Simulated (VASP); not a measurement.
# Y2C in VASP: a series of runs

The runs below take Y2C through single point, with PBEsol.

Program: VASP 6.6.1. These are calculated values, not measurements. Logs are shortened: lines on timing, memory, paths and dates and some standing lists are left out, and cuts for length are marked.

### Step 1. The slab as given

The cell holds a slab with vacuum, 6 atoms: a = 3.625 Å, b = 3.625 Å, c = 30.697 Å, α = 90.00°, β = 90.00°, γ = 120.00°.

### Step 2. Single point, PBEsol

File INCAR:

```
SYSTEM = Y2C
PREC = Accurate ; ENCUT = 650
EDIFF = 1E-7 ; ISMEAR = 1
SIGMA = 0.1 ; LREAL = .False.
LASPH = .True. ; NELM = 120
ALGO = Normal ; ISIF = 2
LWAVE = .False. ; LCHARG = .False.
LDIPOL = .True. ; IDIPOL = 3
DIPOL = 0.5 0.5 0.500 ; GGA = PS
NBANDS = 40 ; LVHAR = .True.
LVACPOTAV = .True.
```

File KPOINTS:

```
Automatic mesh
0
Gamma
  16 16 1
  0 0 0
```

File POSCAR:

```
Y2C
1.0
    3.6248384738      0.0000000000      0.0000000000
   -1.8124192369      3.1392022029      0.0000000000
    0.0000000000      0.0000000000     30.6970909600
Y C
4 2
Direct
    0.0000000000      0.0000000000      0.3583401442
    0.3333333333      0.6666666667      0.4465925119
    0.6666666667      0.3333333333      0.5534074881
    0.0000000000      0.0000000000      0.6416598558
    0.6666666667      0.3333333333      0.4024663280
    0.3333333333      0.6666666667      0.5975336720
```

Potentials or basis: VASP PAW PBE potentials, release 64 (Y_sv, C).

Command:

```sh
$ cat potpaw_PBE.64/Y_sv/POTCAR potpaw_PBE.64/C/POTCAR > POTCAR
$ mpirun -np 1 vasp_std > vasp.out
```

OUTCAR:

```text
SYSTEM = Y2C
   PREC = Accurate
   ENCUT = 650
   EDIFF = 1E-7
   ISMEAR = 1
   LREAL = .False.
   LASPH = .True.
   NELM = 120
   ISIF = 2
   GGA = PS

 Found     30 irreducible k-points:

 Following reciprocal coordinates:
            Coordinates               Weight
  0.000000  0.000000  0.000000      1.000000
  0.062500  0.000000  0.000000      6.000000
  0.125000  0.000000  0.000000      6.000000
  0.187500  0.000000  0.000000      6.000000
  0.250000  0.000000  0.000000      6.000000
  0.312500  0.000000  0.000000      6.000000
   k-points           NKPTS =     30   k-points in BZ     NKDIM =     30   number of bands    NBANDS=     40
   number of dos      NEDOS =    301   number of ions     NIONS =      6
   total plane-waves  NPLWV = 230400
   dimension x,y,z NGX =    30 NGY =   30 NGZ =  256
   dimension x,y,z NGXF=    60 NGYF=   60 NGZF=  512
   ions per type =               4   2
   NGX,Y,Z   is equivalent  to a cutoff of  13.76, 13.76, 13.86 a.u.
   NGXF,Y,Z  is equivalent  to a cutoff of  27.52, 27.52, 27.73 a.u.
 SYSTEM =  Y2C
   PREC   = accura    normal or accurate (medium, high low for compatibility)
   ISTART =      0    job   : 0-new  1-cont  2-samecut
   ICHARG =      2    charge: 1-file 2-atom 10-const
   ISPIN  =      1    spin polarized calculation?
   LNONCOLLINEAR =      F non collinear calculations
   LSORBIT =      F    spin-orbit coupling
   LASPH  =      T    aspherical Exc in radial PAW
   ENCUT  =  650.0 eV  47.77 Ry    6.91 a.u.   7.54  7.54 63.81*2*pi/ulx,y,z
   NELM   =    120;   NELMIN=  2; NELMDL= -5     # of ELM steps
   EDIFF  = 0.1E-06   stopping-criterion for ELM
   LREAL  =      F    real-space projection
   EDIFFG = 0.1E-05   stopping-criterion for IOM
   NSW    =      0    number of steps for IOM
   IBRION =     -1    ionic relax: 0-MD 1-quasi-New 2-CG
   NFREE  =      0    steps in history (QN), initial steepest desc. (CG)
   ISIF   =      2    stress and relaxation
   ISYM   =      2    0-nonsym 1-usesym 2-fastsym
   POTIM  = 0.5000    time-step for ionic-motion
   TEBEG  =    0.0;   TEEND  =   0.0 temperature during run
   PSTRESS=    0.0 pullay stress
   NELECT =      52.0000    total number of electrons
   NUPDOWN=      -1.0000    fix difference up-down
   EMIN   =  10.00;   EMAX   =-10.00  energy-range for DOS
   EFERMI =   0.00;   METHOD = LEGACY
   ISMEAR =     1;   SIGMA  =   0.10  broadening in eV -4-tet -1-fermi 0-gaus
   EFERMI_NEDOS =   21; number of points for ismear=-14 and -15
   IALGO  =     38    algorithm
   IMIX   =      4    mixing-type and parameters
     AMIX     =   0.40;   BMIX     =  1.00
     AMIX_MAG =   1.60;   BMIX_MAG =  1.00
  volume/ion in A,a.u.               =      58.22       392.87
  Fermi-wavevector in a.u.,A,eV,Ry     =   0.867643  1.639607 10.242517  0.752804
  Thomas-Fermi vector in A             =   1.986206
   LORBIT       =      0    0 simple, 1 ext, 2 COOP (PROOUT), +10 PAW based schemes
   GGA     = PS    functional components
   LHFCALC =     F    Hartree Fock is set to
   AEXX    =    0.0000 exact exchange contribution
   IVDW    =     0    specifies the selected vdW correction
   LEPSILON=     F    determine dielectric tensor
   LRPA    =     F    only Hartree local field effects (RPA)
 non-spin polarized calculation
 Methfessel and Paxton  Order N= 1 SIGMA  =   0.10
  energy-cutoff  :      650.00
  volume of cell :      349.31
 maximum number of plane-waves:     13233
   NGX = 15   NGY = 15   NGZ =127

 number of electron      52.0000000 magnetization

 dipolmoment           0.000000      0.000000      0.000000 electrons x Angstroem

 Free energy of the ion-electron system (eV)
  ---------------------------------------------------
  ext. energy  EPLUGINS =         0.00000000
  ---------------------------------------------------
  free energy    TOTEN  =       -47.25814703 eV

  energy without entropy =      -47.25533324  energy(sigma->0) =      -47.25720910

 E-fermi :  -0.9454     XC(G=0):  -4.5060

 val. band max:       -0.9467642974   @ k =   0.4375   0.1250   0.0000
 cond. band min:      -0.9366284595   @ k =   0.2500   0.1250   0.0000
 fundamental gap:      0.0101358378
 Fermi energy:        -0.9453507257

 k-point     1 :       0.0000    0.0000    0.0000
  band No.  band energies     occupation
      1     -43.3382      2.00000
      2     -43.3382      2.00000
      3     -42.8465      2.00000
      4     -42.8346      2.00000
      5     -23.5764      2.00000
      6     -23.5596      2.00000
      7     -23.1649      2.00000
      8     -23.1649      2.00000
      9     -23.1649      2.00000
     10     -23.1649      2.00000
     11     -22.9296      2.00000
     12     -22.8021      2.00000
     13     -22.6958      2.00000
     14     -22.6958      2.00000
     15     -22.6816      2.00000
     16     -22.6816      2.00000
     17     -10.2237      2.00000
     18     -10.1563      2.00000
     19      -4.9017      2.00000
     20      -4.6240      2.00000
     21      -2.5343      2.00000
     22      -2.3776      2.00000
     23      -2.3776      2.00000
     24      -2.3463      2.00000
     25      -2.3463      2.00000
     26      -1.6827      2.00000
     27      -1.2988      2.00001
     28       0.2349     -0.00000
     29       0.8135     -0.00000
     30       1.0375     -0.00000
     31       1.0375     -0.00000
     32       1.1252      0.00000
     33       1.1252      0.00000
     34       2.4786      0.00000
     35       2.5127      0.00000
     36       2.5609      0.00000
     37       2.5609      0.00000
     38       2.6483      0.00000

 k-point     2 :       0.0625    0.0000    0.0000
  band No.  band energies     occupation
      1     -43.3366      2.00000
      2     -43.3366      2.00000
      3     -42.8449      2.00000
      4     -42.8332      2.00000
      5     -23.5719      2.00000
      6     -23.5561      2.00000
      7     -23.1847      2.00000
      8     -23.1841      2.00000
      9     -23.1691      2.00000
     10     -23.1691      2.00000
     11     -22.9262      2.00000
     12     -22.8014      2.00000
     13     -22.7119      2.00000
     14     -22.6997      2.00000
     15     -22.6985      2.00000
     16     -22.6850      2.00000
     17     -10.1912      2.00000
     18     -10.1276      2.00000
     19      -4.8224      2.00000
     20      -4.5478      2.00000
     21      -2.8414      2.00000
     22      -2.5137      2.00000
     23      -2.3614      2.00000
     24      -2.3317      2.00000
     25      -2.1003      2.00000
     26      -1.5623      2.00000
     27      -1.2870      2.00002
     28       0.2598     -0.00000
     29       0.8352     -0.00000
     30       0.8895     -0.00000
     31       0.9110     -0.00000
     32       1.0937      0.00000
     33       1.1915      0.00000
     34       2.1338      0.00000
     35       2.3604      0.00000
     36       2.3842      0.00000
     37       2.5639      0.00000
     38       2.6139      0.00000

 k-point     3 :       0.1250    0.0000    0.0000
  band No.  band energies     occupation
      1     -43.3320      2.00000
      2     -43.3320      2.00000
      3     -42.8403      2.00000
      4     -42.8292      2.00000
      5     -23.5594      2.00000
      6     -23.5462      2.00000
      7     -23.2388      2.00000
      8     -23.2373      2.00000
      9     -23.1812      2.00000
     10     -23.1811      2.00000
     11     -22.9188      2.00000
     12     -22.8022      2.00000
     13     -22.7556      2.00000
     14     -22.7453      2.00000
     15     -22.7109      2.00000
     16     -22.6946      2.00000
     17     -10.1014      2.00000
     18     -10.0486      2.00000
     19      -4.5978      2.00000
     20      -4.3321      2.00000
     21      -3.1871      2.00000
     22      -2.8242      2.00000
     23      -2.3199      2.00000
     24      -2.2958      2.00000
     25      -1.8515      2.00000
     26      -1.3668      2.00000
     27      -1.2307      2.00041
     28       0.2485     -0.00000
     29       0.4408     -0.00000
     30       0.5627     -0.00000
     31       0.9265     -0.00000
     32       1.2511      0.00000
     33       1.3805      0.00000
     34       1.6839      0.00000
     35       2.0716      0.00000
     36       2.2499      0.00000
     37       2.6646      0.00000
     38       2.7205      0.00000

 k-point     4 :       0.1875    0.0000    0.0000
  band No.  band energies     occupation
      1     -43.3251      2.00000
      2     -43.3251      2.00000
      3     -42.8334      2.00000
      4     -42.8232      2.00000
      5     -23.5422      2.00000
      6     -23.5328      2.00000
      7     -23.3153      2.00000
      8     -23.3136      2.00000
      9     -23.1991      2.00000
     10     -23.1989      2.00000
     11     -22.9131      2.00000
     12     -22.8355      2.00000
     13     -22.8110      2.00000
     14     -22.7885      2.00000
     15     -22.7274      2.00000
     16     -22.7090      2.00000
     17      -9.9756      2.00000
     18      -9.9379      2.00000
     19      -4.2861      2.00000
     20      -4.0267      2.00000
     21      -3.4363      2.00000
     22      -3.1060      2.00000
     23      -2.2714      2.00000
     24      -2.2574      2.00000
     25      -1.7354      2.00000
     26      -1.1865      2.00341
     27      -1.1210      2.03228
     28      -0.1365     -0.00000
     29      -0.0133     -0.00000
     30       0.4890     -0.00000
     31       1.0475     -0.00000
     32       1.3600      0.00000
     33       1.4758      0.00000
     34       1.6607      0.00000
     35       1.9022      0.00000
     36       2.3084      0.00000
     37       2.7382      0.00000
     38       2.8190      0.00000

 k-point     5 :       0.2500    0.0000    0.0000
  band No.  band energies     occupation
      1     -43.3169      2.00000
      2     -43.3169      2.00000
      3     -42.8251      2.00000
      4     -42.8163      2.00000
      5     -23.5276      2.00000
      6     -23.5223      2.00000
      7     -23.3978      2.00000
      8     -23.3964      2.00000
      9     -23.2201      2.00000
     10     -23.2199      2.00000
     11     -22.9307      2.00000
     12     -22.9042      2.00000
     13     -22.8664      2.00000
     14     -22.7930      2.00000
     15     -22.7467      2.00000
     16     -22.7262      2.00000
     17      -9.8415      2.00000
     18      -9.8197      2.00000
     19      -4.0904      2.00000
     20      -3.7852      2.00000
     21      -3.4243      2.00000
     22      -3.1901      2.00000
     23      -2.2373      2.00000
     24      -2.2335      2.00000
     25      -1.7038      2.00000
     26      -1.0380      2.03147
     27      -1.0082      1.86458
     28      -0.5582     -0.00000
     29      -0.4092     -0.00000
     30       0.4492     -0.00000
     31       1.1887      0.00000
     32       1.2487      0.00000
     33       1.7393      0.00000
     34       1.9248      0.00000
     35       1.9963      0.00000
     36       2.6077      0.00000
     37       2.8026      0.00000
     38       2.9974      0.00000

 k-point     6 :       0.3125    0.0000    0.0000
  band No.  band energies     occupation
      1     -43.3087      2.00000
      2     -43.3087      2.00000
      3     -42.8168      2.00000
      4     -42.8094      2.00000
      5     -23.5378      2.00000
      6     -23.5367      2.00000
      7     -23.4558      2.00000
      8     -23.4533      2.00000
      9     -23.2410      2.00000
     10     -23.2407      2.00000
     11     -22.9935      2.00000
     12     -22.9706      2.00000
     13     -22.8735      2.00000
     14     -22.7970      2.00000
     15     -22.7657      2.00000
     16     -22.7433      2.00000
     17      -9.7244      2.00000
     18      -9.7161      2.00000
     19      -4.1189      2.00000
     20      -3.8270      2.00000
     21      -3.0848      2.00000
     22      -2.9585      2.00000
     23      -2.2389      2.00000
     24      -2.2192      2.00000
     25      -1.6782      2.00000
     26      -1.0535      2.06331
     27      -0.9295      0.73513
     28      -0.7380     -0.01252
     29      -0.6528     -0.00028
     30       0.3592     -0.00000
     31       1.3070      0.00000
     32       1.3830      0.00000
     33       2.0538      0.00000
     34       2.1040      0.00000
     35       2.3824      0.00000
     36       2.7256      0.00000
     37       3.0589      0.00000
     38       3.4171      0.00000

 [... further k-points ...]

 [bands above 38 left out]

------------------------ aborting loop because EDIFF is reached ----------------------------------------

  FORCE on cell =-STRESS in cart. coord.  units (eV):
  Direction    XX          YY          ZZ          XY          YZ          ZX
  --------------------------------------------------------------------------------------
  -------------------------------------------------------------------------------------
  Total       -4.4202975     -4.4202975     -2.7146518     -0.0000000      0.0000000      0.0000000
  in kB      -20.2748155    -20.2748155    -12.4514388     -0.0000000      0.0000000      0.0000000
  external PRESSURE =     -17.6670232 kB  Pullay stress =       0.0000000 kB

 VOLUME and BASIS-vectors are now :
 -----------------------------------------------------------------------------
  energy-cutoff  :      650.00
  volume of cell :      349.31
      direct lattice vectors                 reciprocal lattice vectors
     3.624838474  0.000000000  0.000000000     0.275874362  0.159276137  0.000000000
    -1.812419237  3.139202203  0.000000000     0.000000000  0.318552274  0.000000000
     0.000000000  0.000000000 30.697090960     0.000000000  0.000000000  0.032576377

 POSITION                                       TOTAL-FORCE (eV/Angst)
 -----------------------------------------------------------------------------------
      0.00000      0.00000     11.00000        -0.000000      0.000000      0.814469
     -0.00000      2.09280     13.70909         0.000000      0.000000     -0.339919
      1.81242      1.04640     16.98800        -0.000000      0.000000      0.339919
      0.00000      0.00000     19.69709         0.000000     -0.000000     -0.814469
      1.81242      1.04640     12.35455        -0.000000      0.000000     -0.549698
     -0.00000      2.09280     18.34255         0.000000     -0.000000      0.549698
 -----------------------------------------------------------------------------------
    total drift:                                0.000000      0.000000      0.000000

  FREE ENERGIE OF THE ION-ELECTRON SYSTEM (eV)
  ---------------------------------------------------
  free  energy   TOTEN  =       -47.2581470293 eV

  energy  without entropy=      -47.2553332367  energy(sigma->0) =      -47.25720910

 vacuum level on the upper side and lower side of the slab         2.960         2.960
```

It took 13 min on 1 thread of Intel Xeon 6975P-C (Granite Rapids), shared host; peak memory 0.83 GiB.

These settings aren't checked as converged: the numbers below hold their error.

What came out:

```yaml
Free_energy: -47.2581 eV
Largest_force: 0.814 eV/Å
Band_gap_on_the_k_mesh: none (metal or under the smearing width)
Work_function_of_the_upper_face: 3.91 eV
Work_function_of_the_lower_face: 3.91 eV
```

Caveat: the PAW data sets were made with another functional, which shifts forces and pressure a little.

[end of part 1 of 2]
